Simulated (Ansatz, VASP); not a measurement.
# One calculation of NiMoIrPdW, two programs

File INCAR:

```
SYSTEM = NiMoIrPdW
PREC     = Accurate       ! precision mode
ENCUT    = 520            ! plane-wave cutoff, eV
EDIFF    = 1E-6           ! SCF threshold, eV
ISMEAR   = -1             ! smearing method
SIGMA    = 0.05           ! smearing width, eV
LREAL    = .False.        ! projectors in reciprocal space
LASPH    = .True.         ! aspherical terms in the spheres
NELM     = 100            ! most SCF steps
ALGO     = Fast           ! electronic algorithm
ISIF     = 2              ! what is computed and relaxed
LWAVE    = .False.        ! write WAVECAR
LCHARG   = .True.         ! write CHGCAR
ISPIN    = 2              ! spin polarisation
MAGMOM   = 1 1 0 0.6 0    ! initial moments
LORBIT   = 11             ! projections on sites
LMAXMIX  = 4              ! l up to which the mixer works
GGA      = PE             ! functional
LVHAR    = .True.       
KPAR     = 4
```

KPOINTS

```
regular mesh
0
Gamma
  11 11 3
  0 0 0
```

File POSCAR:

```
NiMoIrPdW
1.0
    2.7660900000      0.0000000000      0.0000000000
   -1.3830500000      2.3955100000      0.0000000000
    0.0000000000      0.0000000000     11.0227800000
Ni Mo Pd Ir W
1 1 1 1 1
Direct
    0.3333300000      0.6666700000      0.5971100000
    0.0000000000      0.0000000000      0.4107400000
    0.6666700000      0.3333300000      0.7952000000
    0.6666700000      0.3333300000      0.1996100000
    0.3333300000      0.6666700000      0.9973400000
```

Contents of input.yaml:

```yaml
crystal:
  lattice:
    - [2.76609, 0.0, 0.0]
    - [-1.38305, 2.39551, 0.0]
    - [0.0, 0.0, 11.02278]
  atoms:
    - { symbol: Ni, position: [0.33333, 0.66667, 0.59711], spin: 1.0 }
    - { symbol: Mo, position: [0.0, 0.0, 0.41074], spin: 1.0 }
    - { symbol: Pd, position: [0.66667, 0.33333, 0.7952] }
    - { symbol: Ir, position: [0.66667, 0.33333, 0.19961], spin: 0.6 }
    - { symbol: W, position: [0.33333, 0.66667, 0.99734] }
hamiltonian:
  xc: pbe
  pseudopotentials: { kind: nc, source: spms }
magnetization:
  spin_polarized: true
kpoints:
  mp_grid: { grid: [11, 11, 3] }
scf:
  occupations: { method: fermi_dirac, width: 0.05 }
output:
  forces: true
  stress: true
  eigenvalues: true
```

The cell was built by a generator and needn't be a form met in nature.

Alike in both runs: functional PBE; k mesh 11 × 11 × 3; occupations fermi-dirac, width 0.05 eV; collinear spin, ferromagnetic start.

|  | VASP | Ansatz |
| --- | --- | --- |
| version | VASP 6.6.1 | Ansatz 0.2.0 |
| potentials or method | VASP PAW PBE potentials, release 64 (Ni, Mo_sv, Pd, Ir, W_sv) | SPMS NC |
| plane-wave cutoff (eV) | 520 | 925 |
| valence electrons in the cell | 57 | 81 |
| task | atomic charges | single point |

Ansatz gave:

```
gap on the k mesh at the Fermi level (eV)       : none
pressure (GPa)                                  : 0.3
largest component of the traceless stress (GPa) : 1.05
rms of the force components (eV/Å)              : 0.062
net moment per atom (μB)                        : 0.00
```

**Question.** Which values does VASP return?

**Answer.** gap on the k mesh at the Fermi level (eV): none; pressure (GPa): 0.4; largest component of the traceless stress (GPa): 0.98; rms of the force components (eV/Å): 0.049; net moment per atom (μB): 0.00.

Atom by atom the forces differ by 0.016 eV/Å (rms over components). A gap of «none» marks a metal or a gap that the smearing closes. The functional is the same, so the differences come from potentials, cutoffs and numerics. The two sets of potentials don't hold the same shells in valence.

Caveats: the starting moments weren't kept (Ansatz). The runs have no spin-orbit coupling, so splittings on Ir, W are missing.
